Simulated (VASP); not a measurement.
Br2Zn, in a box:

```xyz
3
Lattice="11.0000 0.0000 0.0000 0.0000 13.0000 0.0000 0.0000 0.0000 11.0000" Properties=species:S:1:pos:R:3 pbc="T T T"
Br    6.4923    8.3800    6.2651
Br    4.5337    4.6620    4.8029
Zn    5.5110    6.5225    5.5331
```

Program: VASP 6.6.1. Alike in all runs: task single point; potentials or basis VASP PAW PBE potentials, release 64 (Br, Zn); no spin polarisation; cell as given; k mesh 1 × 1 × 1; cutoff (eV) 520; smearing gaussian 0.01 eV.

Order these runs on this cell by their band gap on the k mesh, lowest first.
A. level SCAN
B. level BEEF-vdW
C. level B3LYP+TS; grid for exact exchange (PRECFOCK) Fast; exchange at q = 0 truncated

B (4.39 eV), A (5.00 eV), C (6.01 eV).

Runs at the PBE level aren't shown here.
